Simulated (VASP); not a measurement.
A convergence study with VASP on GdN (rock salt): one setting is varied, all else stays as given below, so the limit is that of these other settings. Each run relaxes cell and ions from the cell shown.

```
CELL_PARAMETERS angstrom
      0.00000     2.49000     2.49000
      2.49000     0.00000     2.49000
      2.49000     2.49000     0.00000
ATOMIC_POSITIONS crystal
  Gd 0.00000 0.00000 0.00000
  N  0.50000 0.50000 0.50000
```

The numbers are results of PBE GGA, VASP's PBE PAW potentials (set 64) (plane waves; VASP 6.6.1), not measurements. The tightest run used: 700 eV cut-off, 7×7×7 Γ-centred mesh, Gaussian smearing of 0.050 eV, potentials Gd_3 N.

The 4f electrons are frozen in the core of the lanthanide potential, so 4f levels, which can set the real gap, and their magnetism are missing.

Task: The settings run are 2×2×2 mesh; 3×3×3 mesh; 4×4×4 mesh; 5×5×5 mesh; 6×6×6 mesh; 7×7×7 mesh. From which on does the relaxed volume stay within 0.1 Å³/atom of the tightest run?

Result: From 4×4×4 mesh on: it is off by 0.017 there and by no more than 0.1 in any finer run, while 3×3×3 mesh is off by 0.204.
```
setting     relaxed volume (Å³/atom)  E (eV/atom)  irreducible k-points  difference judged (Å³/atom)
----------  ------------------------  -----------  --------------------  ---------------------------
2×2×2 mesh                    15.518      -7.5781                     3                        0.070
3×3×3 mesh                    15.651      -7.9682                     4                        0.204
4×4×4 mesh                    15.465      -8.0515                     8                        0.017
5×5×5 mesh                    15.480      -8.0709                    10                        0.033
6×6×6 mesh                    15.444      -8.0791                    16                        0.003
7×7×7 mesh                    15.448      -8.0818                    20                        0.000
```

Left out are rungs that failed or repeat a setting and relaxations that didn't move; long series are thinned to 24 rows.

The compound is GdN in the rock salt structure.
